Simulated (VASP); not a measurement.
Given:

```
CELL_PARAMETERS angstrom
      0.00000     3.01515     3.01515
      3.01515     0.00000     3.01515
      3.01515     3.01515     0.00000
ATOMIC_POSITIONS crystal
  Sr 0.00000 0.00000 0.00000
```

The numbers are results of optB88-vdW, VASP's PBE PAW potentials (set 64) (plane waves; VASP), not measurements. Run with 520 eV cut-off, 8×8×8 Γ-centred mesh, Gaussian smearing of 0.050 eV, potentials Sr_sv.

Question: What does the run give for the energy per atom (σ→0), band gap (on the k-mesh) with the smallest direct gap where there is one?

Answer: 
```yaml
band gap (on the k-mesh): none (metal, semimetal or under 0.01 eV)
energy per atom (σ→0): 718 meV/atom
```

The compound is Sr in the fcc structure. This cell is one point of a volume scan, at 1.06 of the reference volume.
